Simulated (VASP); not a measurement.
OSZICAR of a VASP run on WC (wc):

### OSZICAR
```
       N       E                     dE             d eps       ncg     rms          rms(c)
DAV:   1     0.120853408957E+03    0.12085E+03   -0.11035E+04  4938   0.176E+03
DAV:   2    -0.224605007421E+02   -0.14331E+03   -0.13977E+03  5619   0.416E+02
DAV:   3    -0.266984901145E+02   -0.42380E+01   -0.41971E+01  5984   0.647E+01
DAV:   4    -0.267385581250E+02   -0.40068E-01   -0.40053E-01  5339   0.667E+00
DAV:   5    -0.267388593195E+02   -0.30119E-03   -0.30106E-03  5864   0.605E-01    0.367E+01
DAV:   6    -0.239404980713E+02    0.27984E+01   -0.83242E+00  5549   0.306E+01    0.108E+01
DAV:   7    -0.238769532519E+02    0.63545E-01   -0.31603E-01  5089   0.530E+00    0.692E+00
DAV:   8    -0.238466527813E+02    0.30300E-01   -0.55280E-02  5464   0.209E+00    0.826E-01
DAV:   9    -0.238457789444E+02    0.87384E-03   -0.33038E-03  5302   0.422E-01    0.131E-01
DAV:  10    -0.238456785805E+02    0.10036E-03   -0.23272E-04  5574   0.215E-01    0.566E-02
DAV:  11    -0.238456773135E+02    0.12669E-05   -0.17110E-05  5534   0.403E-02    0.888E-03
DAV:  12    -0.238456765151E+02    0.79848E-06   -0.31125E-06  5019   0.162E-02
   1 F= -.21383770E+02 E0= -.21383720E+02  d E =-.213838E+02
```

### Question
Which electronic solver shows in the log?

### Answer
It is blocked Davidson (ALGO = Normal, or the opening steps of other solvers). The INCAR had ALGO = Normal.

### Question
Can the final energy be trusted as converged?

### Answer
Self-consistency was reached. It stopped with EDIFF = 1E-6, NELM = 100, NSW = 40 and EDIFFG = -0.02 after 1 ionic step (PBEsol GGA, plane waves, VASP's PBE PAW potentials (set 64)).

The compound is WC in the wc structure. It was relaxed first under an external pressure of 20 GPa.
